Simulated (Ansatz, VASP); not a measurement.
# Sn3P2O8 (Sn3P2O8 (P2_1/c)): VASP beside Ansatz

One calculation is typed for both programs; each brings its own data sets. How far apart do they land? The structure shown is the start of the Ansatz relaxation below; VASP solves that cell, so the two are compared at the walk's first step.

Main program and level: Ansatz 0.2.0; plane waves, with VASP 6.6.1 beside it; single point at PBEsol.

### 1. The structure

The cell holds 52 atoms: 12 Sn, 8 P and 32 O. Cell: a = 11.111 Å, b = 4.846 Å, c = 16.414 Å, α = 90.0°, β = 93.9°, γ = 90.0°.

### 2. Ansatz: relaxation, PBEsol

Ansatz runs on its default PAW (the set named soft_2) files.

The two programs are compared at the cell with which this relaxation starts, whose forces are those of its first step.

The input, input.yaml:

```yaml
crystal:
  lattice:
    - [11.1105155, 0.0, 0.0]
    - [0.0, 4.8456748, 0.0]
    - [-1.1048086, 0.0, 16.3768343]
  atoms:
    - { symbol: Sn, position: [0.85547845, 0.37237613, 0.53799808] }
    - { symbol: Sn, position: [0.14452155, 0.87237613, 0.96200192] }
    - { symbol: Sn, position: [0.14452155, 0.62762387, 0.46200192] }
    - { symbol: Sn, position: [0.85547845, 0.12762387, 0.03799808] }
    - { symbol: Sn, position: [0.52079408, 0.21870634, 0.86274693] }
    - { symbol: Sn, position: [0.47920592, 0.71870634, 0.63725307] }
    - { symbol: Sn, position: [0.47920592, 0.78129366, 0.13725307] }
    - { symbol: Sn, position: [0.52079408, 0.28129366, 0.36274693] }
    - { symbol: Sn, position: [0.20001157, 0.25558062, 0.71490248] }
    - { symbol: Sn, position: [0.79998843, 0.75558062, 0.78509752] }
    - { symbol: Sn, position: [0.79998843, 0.74441938, 0.28509752] }
    - { symbol: Sn, position: [0.20001157, 0.24441938, 0.21490248] }
    - { symbol: P, position: [0.35168893, 0.19341263, 0.5263044] }
    - { symbol: P, position: [0.64831107, 0.69341263, 0.9736956] }
    - { symbol: P, position: [0.64831107, 0.80658737, 0.4736956] }
    - { symbol: P, position: [0.35168893, 0.30658737, 0.0263044] }
    - { symbol: P, position: [0.97756773, 0.28938757, 0.85184738] }
    - { symbol: P, position: [0.02243227, 0.78938757, 0.64815262] }
    - { symbol: P, position: [0.02243227, 0.71061243, 0.14815262] }
    - { symbol: P, position: [0.97756773, 0.21061243, 0.35184738] }
    - { symbol: O, position: [0.35043509, 0.88232743, 0.54739177] }
    - { symbol: O, position: [0.64956491, 0.38232743, 0.95260823] }
    - { symbol: O, position: [0.64956491, 0.11767257, 0.45260823] }
    - { symbol: O, position: [0.35043509, 0.61767257, 0.04739177] }
    - { symbol: O, position: [0.37471157, 0.23573575, 0.43618116] }
    - { symbol: O, position: [0.62528843, 0.73573575, 0.06381884] }
    - { symbol: O, position: [0.62528843, 0.76426425, 0.56381884] }
    - { symbol: O, position: [0.37471157, 0.26426425, 0.93618116] }
    - { symbol: O, position: [0.44976651, 0.32546904, 0.58406024] }
    - { symbol: O, position: [0.55023349, 0.82546904, 0.91593976] }
    - { symbol: O, position: [0.55023349, 0.67453096, 0.41593976] }
    - { symbol: O, position: [0.44976651, 0.17453096, 0.08406024] }
    - { symbol: O, position: [0.22631396, 0.31421771, 0.54037234] }
    - { symbol: O, position: [0.77368604, 0.81421771, 0.95962766] }
    - { symbol: O, position: [0.77368604, 0.68578229, 0.45962766] }
    - { symbol: O, position: [0.22631396, 0.18578229, 0.04037234] }
    - { symbol: O, position: [0.95608951, 0.60151306, 0.85198004] }
    - { symbol: O, position: [0.04391049, 0.10151306, 0.64801996] }
    - { symbol: O, position: [0.04391049, 0.39848694, 0.14801996] }
    - { symbol: O, position: [0.95608951, 0.89848694, 0.35198004] }
    - { symbol: O, position: [0.87063091, 0.34178132, 0.30236542] }
    - { symbol: O, position: [0.12936909, 0.84178132, 0.19763458] }
    - { symbol: O, position: [0.12936909, 0.65821868, 0.69763458] }
    - { symbol: O, position: [0.87063091, 0.15821868, 0.80236542] }
    - { symbol: O, position: [0.98602339, 0.32319812, 0.44111438] }
    - { symbol: O, position: [0.01397661, 0.82319812, 0.05888562] }
    - { symbol: O, position: [0.01397661, 0.67680188, 0.55888562] }
    - { symbol: O, position: [0.98602339, 0.17680188, 0.94111438] }
    - { symbol: O, position: [0.10026724, 0.28588952, 0.32137659] }
    - { symbol: O, position: [0.89973276, 0.78588952, 0.17862341] }
    - { symbol: O, position: [0.89973276, 0.71411048, 0.67862341] }
    - { symbol: O, position: [0.10026724, 0.21411048, 0.82137659] }
basis:
  ecutwfc: 420
  xc_grid: 2
hamiltonian:
  xc: pbesol
kpoints:
  mp_grid: { grid: [3, 6, 2] }
scf:
  occupations: { method: fermi_dirac, width: 0.01 }
  max_iter: 150
output:
  forces: true
  stress: true
relax:
  f_tol: 0.01
  max_steps: 60
  cell: {}
checkpoint:
  write: "../pbesol.run"
  compress: false
  write_wavefunctions: false
  write_every: 100000
```

Run with:

```console
$ ansatz run input.yaml --threads 4 --pin off --max-ram 6594MiB --backend cpu --events-out ev --progress --plain --runs-dir out
```

Numbers of over 12 decimals in the logs are rounded to 6 here.

What it wrote:

```text
Engine: ansatz 0.2.0, x86_64-unknown-linux-gnu
Pseudopotentials: kind: paw
Pseudopotential: Sn, paw, valence charge 14, recommended cutoff 420 eV (normal), Sn.paw.azcp
Pseudopotential: P, paw, valence charge 5, recommended cutoff 420 eV (normal), P.paw.azcp
Pseudopotential: O, paw, valence charge 6, recommended cutoff 420 eV (normal), O.paw.azcp
Functional definition: PBEsol
  exchange = pbesol_x
  correlation = pbesol_c
Crystal: 52 atoms, lattice volume = 881.695 Å³
Basis set: ecut = 420 eV, 17225 PW (Γ), exchange–correlation on 150×72×240 points (8 copies of the dense FFT grid, shifted against one another)
Bands: 252, of which v1, the nominal top of the filled ones, is band 200 counted from 1 (199 counted from 0)
Symmetry: 4 space group operations
Space group: P21/c (ITA 14), of the structure as read, at distance tolerance 9.6e-5 Å
k-points: 16 of 36
Non-local potential: Sn, projectors of the file, l = 0: 2, l = 1: 2, l = 2: 2, l = 3: 2
Non-local potential: P, projectors of the file, l = 0: 2, l = 1: 2, l = 2: 2
Non-local potential: O, projectors of the file, l = 0: 2, l = 1: 2, l = 2: 1
PAW form: soft (Blöchl's): semilocal exchange-correlation on the pseudo side does not see the compensation charge
PAW frozen core: Sn, regenerated for the run's functional, and the local potential with it (the file was generated under x = pbe(κ = 0.804, μ = 0.219515), c = pbe(β = 0.066725))
PAW frozen core: P, regenerated for the run's functional, and the local potential with it (the file was generated under x = pbe(κ = 0.804, μ = 0.219515), c = pbe(β = 0.066725))
PAW frozen core: O, regenerated for the run's functional, and the local potential with it (the file was generated under x = pbe(κ = 0.804, μ = 0.219515), c = pbe(β = 0.066725))
PAW one-centre angular grid: Sn, 590 points (default); XC on 64 Gauss nodes
PAW one-centre angular grid: P, 110 points (default); XC on 64 Gauss nodes
PAW one-centre angular grid: O, 110 points (default); XC on 64 Gauss nodes
Initial density: superposition of atomic densities (neutral atoms: chi_scale 0, normalization atom), corrected by the library's trained network
Initial wavefunctions: pseudopotential atomic-orbital guess
Functional: x = pbesol(κ = 0.804, μ = 0.123457), c = pbesol(β = 0.046)
SCF iter   1: F=—  HF=-95281.566444 eV  |F-HF|=—  |Δ(HF+E_count)|=         —  Δρ=1.10e-2  dr2=8.13e-1  ethr=1.77e-3  ⟨swp⟩=6.6  Hψ=19242  notcnv=0  defer=322
preconditioner: auto → Resta (q_TF=auto, 2.392 Å⁻¹)  ε∞=3.0  [insulator: Δε(μ)=3.272 eV  Ē_g=17.485 eV  σ=0.010 eV  W_gap=1.00  n_scr=206 (ndim 8)  ℏωp=25.0 eV  f_vac=0.147  D(μ)=0.00/eV (n_scr^D=0)  ε∞_Penn≈3.0]
SCF iter   2: F=—  HF=-95281.355700 eV  |F-HF|=—  |Δ(HF+E_count)|=   2.11e-1  Δρ=2.22e-3  dr2=3.49e-2  ethr=2.03e-4  ⟨swp⟩=2.6  Hψ=6529  notcnv=0  defer=738
SCF iter   3: F=—  HF=-95281.353266 eV  |F-HF|=—  |Δ(HF+E_count)|=   2.43e-3  Δρ=8.65e-4  dr2=6.94e-3  ethr=8.72e-6  ⟨swp⟩=4.0  Hψ=8203  notcnv=0  defer=738
SCF iter   4: F=—  HF=-95281.356709 eV  |F-HF|=—  |Δ(HF+E_count)|=   3.44e-3  Δρ=3.18e-4  dr2=1.08e-3  ethr=1.73e-6  ⟨swp⟩=3.1  Hψ=5826  notcnv=0  defer=738
SCF iter   5: F=—  HF=-95281.357544 eV  |F-HF|=—  |Δ(HF+E_count)|=   8.35e-4  Δρ=1.71e-4  dr2=2.63e-4  ethr=2.70e-7  ⟨swp⟩=2.9  Hψ=6623  notcnv=0  defer=738
SCF iter   6: F=—  HF=-95281.357692 eV  |F-HF|=—  |Δ(HF+E_count)|=   1.48e-4  Δρ=4.60e-5  dr2=2.87e-5  ethr=6.58e-8  ⟨swp⟩=2.1  Hψ=5458  notcnv=0  defer=738
SCF iter   7: F=—  HF=-95281.357381 eV  |F-HF|=—  |Δ(HF+E_count)|=   3.11e-4  Δρ=1.64e-5  dr2=3.39e-6  ethr=7.18e-9  ⟨swp⟩=2.8  Hψ=5851  notcnv=0  defer=738
SCF iter   8: F=—  HF=-95281.357391 eV  |F-HF|=—  |Δ(HF+E_count)|=   9.33e-6  Δρ=1.55e-5  dr2=1.81e-6  ethr=8.47e-10  ⟨swp⟩=2.9  Hψ=6765  notcnv=0  defer=738
SCF iter   9: F=—  HF=-95281.357391 eV  |F-HF|=—  |Δ(HF+E_count)|=   6.08e-7  Δρ=3.54e-6  dr2=1.14e-7  ethr=4.52e-10  ⟨swp⟩=2.1  Hψ=6271  notcnv=0  defer=738
SCF iter  10: F=-95281.357391 eV  HF=-95281.357391 eV  |F-HF|=2.56e-8  |Δ(HF+E_count)|=   1.83e-7  Δρ=1.21e-6  dr2=1.50e-8  ethr=2.50e-11  ⟨swp⟩=4.1  Hψ=12169  notcnv=0
SCF 1 converged in 10 iterations: F = -95281.357391 eV  dr2 = 1.50e-8
  greatest PAW one-centre occupation: 0.994 electrons in one spin orbital (limit 2), on the Sn atom at site 11 (counted from 0), in its partial waves of l = 2
relax step   1: F+E_penalty+E_count = -95281.35739132 eV  Δ(F+E_penalty+E_count) = +0.000e0 eV  max|allowed force component| = 5.890e-1 eV/Å  Δτ_max = 0.0000 Å  P = +1.655 GPa  Ω = 881.695 Å³  (10 SCF iters, dr2 threshold 1.00e-7 eV, accepted)
Crystal: 52 atoms, lattice volume = 884.040 Å³
Basis set: ecut = 420 eV, 17267 PW (Γ), exchange–correlation on 150×72×240 points (8 copies of the dense FFT grid, shifted against one another)
Initial density: handed on by an earlier stage of this run
Initial wavefunctions: those handed on with the density
[...]
SCF converged after 5 iterations
Free energy (F): -95281.553509 eV
Harris-Foulkes:  -95281.553509 eV  (|F-HF|=6.98e-10)
Internal energy: -95281.553509 eV  (E = F + TS)
E sigma→0 (E₀):  -95281.553509 eV
Fermi energy:    6.331602 eV
--- Per-component energies (eV) ---
  E_band       = -2602.110351
  E_kinetic    = 8504.910817
  E_local      = -33198.685309  (includes V_loc(G=0)·N_el)
  E_nonlocal   = 1425.616821
  E_hartree    = 15377.751690
  E_xc         = -7389.888707
  E_vxc        = -4660.659273  (∫ρ·V_xc dr)
  E_paw        = -58073.642045  (= ΣΔE_a)
  E_vpaw       = -5428.876391  (= ΣTr[D̂ρ^β])
  E_aug_tail   = 0.079042  (compensation charges beyond the density's cutoff)
  E_ewald      = -21932.611876
  E_core_change = 4.916059  (= ΣΔE_core)
  E_smearing   = -0.000000  (= −TS)
  E_closure    = 0.000000  (closes the sum)
  Σ components = -95281.553509   (vs F -95281.553509, Δ=0.00e0)
--- Forces (eV/Å), atoms counted from 1 ---
  atom   1  Sn     0.00188091    -0.00087975     0.00069643
  atom   2  Sn    -0.00188091    -0.00087975    -0.00069643
  atom   3  Sn    -0.00188091     0.00087975    -0.00069643
  atom   4  Sn     0.00188091     0.00087975     0.00069643
  atom   5  Sn     0.00072994     0.00032476    -0.00194222
  atom   6  Sn    -0.00072994     0.00032476     0.00194222
  atom   7  Sn    -0.00072994    -0.00032476     0.00194222
  atom   8  Sn     0.00072994    -0.00032476    -0.00194222
  atom   9  Sn    -0.00178181    -0.00009378     0.00192087
  atom  10  Sn     0.00178181    -0.00009378    -0.00192087
  atom  11  Sn     0.00178181     0.00009378    -0.00192087
  atom  12  Sn    -0.00178181     0.00009378     0.00192087
  atom  13  P      0.00039963     0.00037619    -0.00004926
  atom  14  P     -0.00039963     0.00037619     0.00004926
  atom  15  P     -0.00039963    -0.00037619     0.00004926
  atom  16  P      0.00039963    -0.00037619    -0.00004926
  atom  17  P      0.00218332    -0.00056784    -0.00097009
  atom  18  P     -0.00218332    -0.00056784     0.00097009
  atom  19  P     -0.00218332     0.00056784     0.00097009
  atom  20  P      0.00218332     0.00056784    -0.00097009
  atom  21  O     -0.00042345    -0.00050809    -0.00032871
  atom  22  O      0.00042345    -0.00050809     0.00032871
  atom  23  O      0.00042345     0.00050809     0.00032871
  atom  24  O     -0.00042345     0.00050809    -0.00032871
[...]
atom  45  O     -0.00055713     0.00044824     0.00043962
  atom  46  O      0.00055713     0.00044824    -0.00043962
  atom  47  O      0.00055713    -0.00044824    -0.00043962
  atom  48  O     -0.00055713    -0.00044824     0.00043962
  atom  49  O      0.00016338     0.00004857    -0.00058261
  atom  50  O     -0.00016338     0.00004857     0.00058261
  atom  51  O     -0.00016338    -0.00004857     0.00058261
  atom  52  O      0.00016338    -0.00004857    -0.00058261
  max |Σ_I F_I| component: 7.59e-19 eV/Å
--- Stress (GPa, compression-positive) ---
        0.023015       0.000000      -0.028441
        0.000000      -0.018822       0.000000
       -0.028439       0.000000      -0.004030
  P = ⅓ Tr σ = 0.0001 GPa (0.001 kbar)
--- Relaxed structure (11 steps of the walk, 11 accepted, 1 SCFs on fresh bases) ---
  F+E_penalty+E_count = -95281.55350851 eV   max|allowed force component| = 2.183e-3 eV/Å   (the final SCF, on the basis selected at the relaxed cell)
  cell:  # Å, volume = 880.7067 Å³
    - [11.146479, -9.94266182829376e-18, -0.044778]
    - [-4.3363339771484985e-18, 4.833075, -1.863451335647233e-18]
    - [-1.174387, -5.30919133896119e-18, 16.352924]
  atoms:
    - { symbol: Sn, position: [0.855108, 0.380591, 0.538367] }
    - { symbol: Sn, position: [0.144892, 0.880591, 0.961633] }
    - { symbol: Sn, position: [0.144892, 0.619409, 0.461633] }
    - { symbol: Sn, position: [0.855108, 0.119409, 0.038367] }
    - { symbol: Sn, position: [0.515461, 0.221989, 0.863730] }
    - { symbol: Sn, position: [0.484539, 0.721989, 0.636270] }
    - { symbol: Sn, position: [0.484539, 0.778011, 0.136270] }
    - { symbol: Sn, position: [0.515461, 0.278011, 0.363730] }
    - { symbol: Sn, position: [0.197242, 0.260460, 0.711842] }
    - { symbol: Sn, position: [0.802758, 0.760460, 0.788158] }
    - { symbol: Sn, position: [0.802758, 0.739540, 0.288158] }
    - { symbol: Sn, position: [0.197242, 0.239540, 0.211842] }
    - { symbol: P, position: [0.351342, 0.192445, 0.529425] }
    - { symbol: P, position: [0.648658, 0.692445, 0.970575] }
    - { symbol: P, position: [0.648658, 0.807555, 0.470575] }
    - { symbol: P, position: [0.351342, 0.307555, 0.029425] }
    - { symbol: P, position: [0.980589, 0.296348, 0.852646] }
    - { symbol: P, position: [0.019411, 0.796348, 0.647354] }
    - { symbol: P, position: [0.019411, 0.703652, 0.147354] }
    - { symbol: P, position: [0.980589, 0.203652, 0.352646] }
    - { symbol: O, position: [0.352483, 0.874761, 0.545829] }
    - { symbol: O, position: [0.647517, 0.374761, 0.954171] }
    - { symbol: O, position: [0.647517, 0.125239, 0.454171] }
    - { symbol: O, position: [0.352483, 0.625239, 0.045829] }
    - { symbol: O, position: [0.370577, 0.253474, 0.438856] }
    - { symbol: O, position: [0.629423, 0.753474, 0.061144] }
    - { symbol: O, position: [0.629423, 0.746526, 0.561144] }
    - { symbol: O, position: [0.370577, 0.246526, 0.938856] }
    - { symbol: O, position: [0.451096, 0.315950, 0.589625] }
    - { symbol: O, position: [0.548904, 0.815950, 0.910375] }
    - { symbol: O, position: [0.548904, 0.684050, 0.410375] }
    - { symbol: O, position: [0.451096, 0.184050, 0.089625] }
    - { symbol: O, position: [0.225431, 0.308437, 0.545951] }
    - { symbol: O, position: [0.774569, 0.808437, 0.954049] }
    - { symbol: O, position: [0.774569, 0.691563, 0.454049] }
    - { symbol: O, position: [0.225431, 0.191563, 0.045951] }
    - { symbol: O, position: [0.963593, 0.613688, 0.852712] }
    - { symbol: O, position: [0.036407, 0.113688, 0.647288] }
    - { symbol: O, position: [0.036407, 0.386312, 0.147288] }
    - { symbol: O, position: [0.963593, 0.886312, 0.352712] }
    - { symbol: O, position: [0.870299, 0.327458, 0.302708] }
    - { symbol: O, position: [0.129701, 0.827458, 0.197292] }
    - { symbol: O, position: [0.129701, 0.672542, 0.697292] }
    - { symbol: O, position: [0.870299, 0.172542, 0.802708] }
    - { symbol: O, position: [0.988300, 0.315922, 0.442828] }
    - { symbol: O, position: [0.011700, 0.815922, 0.057172] }
    - { symbol: O, position: [0.011700, 0.684078, 0.557172] }
    - { symbol: O, position: [0.988300, 0.184078, 0.942828] }
    - { symbol: O, position: [0.102999, 0.288301, 0.322614] }
    - { symbol: O, position: [0.897001, 0.788301, 0.177386] }
    - { symbol: O, position: [0.897001, 0.711699, 0.677386] }
    - { symbol: O, position: [0.102999, 0.211699, 0.822614] }
```

(Continued in part 2 of 2.)

[Lines on the potential files, build, host, timing and source positions are cut from VASP's logs without a mark.]

[Logs are printed without paths, hosts, clocks, repeated set-up lines and the standing remarks that a program may print on its own settings, such as how far it seeks lower states.]

[Hosts, paths, dates, database ids (printed as entryN), source tags and the programs' standing remarks are cut or masked in the printed files.]
